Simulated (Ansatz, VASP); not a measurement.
# Cross-check of MoH3 between VASP and Ansatz

Wanted: the spread between two codes on one cell, functional and k mesh. The cell is generated by rule, not measured, and may not be a known phase. The cell is taken from a series of VASP runs on this material, whose earlier steps may have relaxed, scaled or displaced it; both programs get it as it stands.

Program: Ansatz 0.2.0. Level of theory: plane waves, with VASP 6.6.1 beside it; zone-centre phonons at PBEsol with D4. Results are calculated unless marked as measured.

## 1. Set-up

The structure is trigonal, space group P-3m1 (No. 164). The conventional cell has a = 2.862 Å, b = 2.862 Å, c = 3.710 Å, α = 90.00°, β = 90.00°, γ = 120.00°. Nearest to H lie 3 Mo at 1.88 Å and 3 H at 1.91 Å. H has 2 Mo at 1.85 Å nearest. Nearest to Mo lie 8 H at 1.85 to 1.88 Å. Farther neighbours are not listed.

## 2. Ansatz: zone-centre phonons, PBEsol with D4

Ansatz runs on its default PAW (the set named soft_2) files.

Second derivatives magnify differences that forces hide, and they need a tight electronic threshold.

The input, input.yaml:

```yaml
crystal:
  lattice:
    - [2.86212392, 0.0, 0.0]
    - [-1.43106196, 2.47867202, 0.0]
    - [0.0, 0.0, 3.70984076]
  atoms:
    - { symbol: H, position: [0.666666667, 0.333333333, 0.739538001] }
    - { symbol: H, position: [0.333333333, 0.666666667, 0.260461999] }
    - { symbol: H, position: [0.0, 0.0, 0.0] }
    - { symbol: Mo, position: [0.0, 0.0, 0.5] }
hamiltonian:
  xc: pbesol
  pseudopotentials: { kind: paw }
  dispersion: d4
kpoints:
  mp_grid: { grid: [15, 15, 10] }
scf:
  occupations: { method: methfessel_paxton, width: 0.2 }
phonons:
  method: dfpt
  qpoints: [[0, 0, 0]]
```

Run with:

```console
$ ansatz run input.yaml --threads 4 --pin off --max-ram 9216MiB --backend cpu --events-out ev --progress --plain --runs-dir out
```

Numbers of over 12 decimals in the logs are rounded to 6 here.

What it wrote:

```text
Engine: ansatz 0.2.0, x86_64-unknown-linux-gnu
Pseudopotentials: kind: paw
Pseudopotential: H, paw, valence charge 1, recommended cutoff 420 eV (normal), H.paw.azcp
Pseudopotential: Mo, paw, valence charge 14, recommended cutoff 420 eV (normal), Mo.paw.azcp
Functional definition: PBEsol
  exchange = pbesol_x
  correlation = pbesol_c
Crystal: 4 atoms, lattice volume = 26.319 Å³
Basis set: ecut = 420 eV, 529 PW (Γ), exchange–correlation on 40×40×50 points (8 copies of the dense FFT grid, shifted against one another)
Bands: 13, of which v1, the nominal top of the filled ones, is band 9 counted from 1 (8 counted from 0)
Symmetry: 12 space group operations
k-points: 608 of 2250 (irreducible under 2 space group operations, time reversal used)
Non-local potential: H, projectors of the file, l = 0: 2, l = 1: 1
Non-local potential: Mo, projectors of the file, l = 0: 3, l = 1: 2, l = 2: 2, l = 3: 1
PAW form: soft (Blöchl's): semilocal exchange-correlation on the pseudo side does not see the compensation charge
PAW frozen core: Mo, regenerated for the run's functional, and the local potential with it (the file was generated under x = pbe(κ = 0.804, μ = 0.219515), c = pbe(β = 0.066725))
PAW one-centre angular grid: H, 110 points (default); XC on 64 Gauss nodes
PAW one-centre angular grid: Mo, 590 points (default); XC on 64 Gauss nodes
Initial density: superposition of atomic densities (neutral atoms: chi_scale 0, normalization atom), corrected by the library's trained network
Initial wavefunctions: pseudopotential atomic-orbital guess
Functional: x = pbesol(κ = 0.804, μ = 0.123457), c = pbesol(β = 0.046)
SCF iter   1: F=—  HF=-4944.490228 eV  |F-HF|=—  |Δ(HF+E_count)|=         —  Δρ=1.41e-2  dr2=3.28e-2  ethr=1.77e-3  ⟨swp⟩=5.2  Hψ=42184  notcnv=0
preconditioner: auto → none  [metal: Δε(μ)=0.009 eV  Ē_g=9.030 eV  σ=0.200 eV  W_gap=0.04  n_scr=8 (ndim 8)  ℏωp=21.7 eV  f_vac=0.000  D(μ)=1.11/eV (n_scr^D=8)  sad-step TF]
SCF iter   2: F=—  HF=-4944.483219 eV  |F-HF|=—  |Δ(HF+E_count)|=   7.01e-3  S|Δr|=    0.00e0  Δρ=7.80e-3  dr2=1.13e-2  ethr=1.93e-4  ⟨swp⟩=1.0  Hψ=12768  notcnv=0
SCF iter   3: F=—  HF=-4944.479699 eV  |F-HF|=—  |Δ(HF+E_count)|=   3.52e-3  S|Δr|=    0.00e0  Δρ=4.66e-4  dr2=4.98e-5  ethr=6.66e-5  ⟨swp⟩=2.7  Hψ=11810  notcnv=0
SCF iter   4: F=—  HF=-4944.479698 eV  |F-HF|=—  |Δ(HF+E_count)|=   4.48e-7  S|Δr|=    0.00e0  Δρ=1.31e-4  dr2=3.33e-6  ethr=2.93e-7  ⟨swp⟩=2.4  Hψ=13172  notcnv=0
SCF iter   5: F=—  HF=-4944.479698 eV  |F-HF|=—  |Δ(HF+E_count)|=   6.54e-7  S|Δr|=    0.00e0  Δρ=1.92e-5  dr2=4.25e-8  ethr=1.96e-8  ⟨swp⟩=2.8  Hψ=13438  notcnv=0
SCF iter   6: F=—  HF=-4944.479698 eV  |F-HF|=—  |Δ(HF+E_count)|=   1.05e-7  S|Δr|=    0.00e0  Δρ=2.56e-6  dr2=9.72e-10  ethr=2.50e-10  ⟨swp⟩=2.3  Hψ=12327  notcnv=0
SCF iter   7: F=-4944.479698 eV  HF=-4944.479698 eV  |F-HF|=3.64e-12  |Δ(HF+E_count)|=  6.37e-11  S|Δr|=    0.00e0  Δρ=3.56e-7  dr2=9.67e-12  ethr=1.00e-12  ⟨swp⟩=4.1  Hψ=37376  notcnv=0
SCF 1 converged in 7 iterations: F = -4944.479698 eV  dr2 = 9.67e-12
  greatest PAW one-centre occupation: 0.999 electrons in one spin orbital (limit 2), on the Mo atom at site 3 (counted from 0), in its partial waves of l = 0
DFPT response loops at Γ: preconditioner auto → Kerker (q_TF=auto, 2.537 Å⁻¹) (partly filled bands, converged f_vac=0.000); β = 1.00, the filter's whole step (`scf.mixing.beta` (0.50) is not read by the response loops under this deck's `scf.mixing.preconditioner`; to damp them name `kerker` or `kerker_dos`, under which they read `scf.mixing.beta`, and type it under 1.00, their step now; both keys bind the ground state too); Broyden in place of MSR1
SCF converged after 7 iterations
Stability not checked: this state was not tested for a lower state beside it, because cold or Methfessel-Paxton smearing, or corrected tetrahedra, fill the levels in a way that the test cannot read (fill_not_monotonic; see scf.lower_state_search)
Free energy (F): -4944.479698 eV
Harris-Foulkes:  -4944.479698 eV  (|F-HF|=3.64e-12)
Internal energy: -4944.480933 eV  (E = F + TS)
E sigma→0 (E₀):  -4944.480006 eV
Entropy (-TS):   0.001235 eV (0.309 meV/atom)
Fermi energy:    12.815987 eV
--- Per-component energies (eV) ---
  E_band       = -153.050487
  E_kinetic    = 483.509263
  E_local      = -1190.849964  (includes V_loc(G=0)·N_el)
  E_nonlocal   = 148.256552
  E_hartree    = 408.524814
  E_xc         = -209.849171
  E_vxc        = -264.315140  (∫ρ·V_xc dr)
  E_paw        = -3145.107593  (= ΣΔE_a)
  E_vpaw       = -146.697519  (= ΣTr[D̂ρ^β])
  E_aug_tail   = -0.003344  (compensation charges beyond the density's cutoff)
  E_ewald      = -1438.616573
  E_disp       = -0.554215  (pairwise vdW)
  E_core_change = 0.209299  (= ΣΔE_core)
  E_smearing   = 0.001235  (= −TS)
  E_closure    = -0.000000  (closes the sum)
  Σ components = -4944.479698   (vs F -4944.479698, Δ=0.00e0)
--- Band table (eV; the first three rows and the last of 608) ---
  k-point 0: bands = [... 5 lower, 7.0594, 10.9902, 11.6462, 11.6462, 14.4428, 14.4428, 22.3580, 22.8730]
  k-point 1: bands = [... 5 lower, 7.0068, 10.9976, 11.6526, 11.6526, 14.4067, 14.4067, 21.1940, 23.3444]
  k-point 2: bands = [... 5 lower, 6.8070, 11.0881, 11.6693, 11.6693, 14.3141, 14.3141, 19.5107, 23.4902]
  k-point 607: bands = [... 5 lower, 7.0979, 8.4392, 10.6726, 12.5792, 15.5780, 18.1828, 19.2657, 21.8602]
--- Phonons (Γ-DFPT): 6 representative perturbations + reference, on 608 of 2250 k-points (Σ response iterations 18) ---
  k mesh reduced under 2 symmetry operations, with k and −k counted as one. Each operation leaves every solved perturbation unchanged. A smaller set is not used because it would not reduce the number of displacements times k-points to solve
  ASR residual: 1.354e-4 → 0.000e0 eV/Å²; symmetrization residual: 2.841e-6 eV/Å²
  pairwise dispersion correction: d4 (s6 = 1.0, s8 = 1.71885698, s9 = 1.0, a1 = 0.47901421, a2_bohr = 5.96771589), with the weights of each atom's references fixed at the reference crystal's, and the forces and stress that the weights' published response gives there kept as a pressure on the atom's counted neighbours (hamiltonian.dispersion)
  ASR residual per site (eV/Å²): 2.66e-5 2.66e-5 7.46e-5 1.35e-4
  Γ frequencies (cm⁻¹): 0.00 0.00 0.00 573.38 573.38 792.18 1132.35 1159.52 1159.52 1164.85 1330.04 1330.04
  non-analytic LO–TO correction: not included (Born effective charges unavailable; polar crystals: no LO–TO splitting at Γ)
--- Phonons (arbitrary-q DFPT): 1 explicit q-point ---
  q = [0, 0, 0] (of the zone-centre solve; hermiticity 4.88e-7, symmetrization 2.69e-8): -0.00 -0.00 -0.00 573.38 573.38 792.18 1132.35 1159.52 1159.52 1164.85 1330.04 1330.04
  sum rule: each row above includes the acoustic sum rule's correction from the zone centre's row sums; it moved no ω² by more than (4.49 cm⁻¹)²
```

Wall time 20 s (4 threads of AMD EPYC 9R14 (Zen 4), shared host); peak memory 0.9 GiB; 73 s of CPU time.

(Continued in part 2 of 2.)

[Lines on the potential files, build, host, timing and source positions are cut from VASP's logs without a mark.]

[Logs are printed without paths, hosts, clocks, repeated set-up lines and the standing remarks that a program may print on its own settings, such as how far it seeks lower states.]

[Hosts, paths, dates, database ids (printed as entryN), source tags and the programs' standing remarks are cut or masked in the printed files.]
